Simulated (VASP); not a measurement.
Here is the system:

```cif
data_Cl2Sr
_chemical_formula_sum 'Sr1 Cl2'
_space_group_name_H-M_alt 'P 1'
_space_group_IT_number 1
_cell_length_a 4.93456
_cell_length_b 4.93456
_cell_length_c 4.93456
_cell_angle_alpha 60.000
_cell_angle_beta 60.000
_cell_angle_gamma 60.000
loop_
_space_group_symop_operation_xyz
  'x, y, z'
loop_
_atom_site_label
_atom_site_type_symbol
_atom_site_fract_x
_atom_site_fract_y
_atom_site_fract_z
_atom_site_occupancy
Sr1 Sr 0.00000 0.00000 0.00000 1
Cl1 Cl 0.25000 0.25000 0.25000 1
Cl2 Cl 0.75000 0.75000 0.75000 1
```

Level of theory: AM05 GGA, VASP's PBE PAW potentials (set 64) (plane waves; VASP). Run with 520 eV cut-off, 6×6×6 Γ-centred mesh, Gaussian smearing of 0.050 eV, potentials Sr_sv Cl.

Problem. Give the energy at these volumes per atom, relative to the lowest: 26.64, 27.49, 28.34, 29.19, 30.04 Å³.

Solution. 12.0, 2.8, 0.0, 2.7, 10.0 meV/atom. A third-order Birch-Murnaghan fit gives B0 = 34.4 GPa and B0′ = 4.6.

Measured: a 6.974 Å (computed value off by +0.1 %), as given by Kanchana et al., Calculated structural, elastic and electronic properties of SrCl2 (2010). The calculation is for a static lattice, while the measured a holds thermal and zero-point effects, which are part of the difference.

The compound is SrCl2 in the fluorite structure. It was relaxed first.
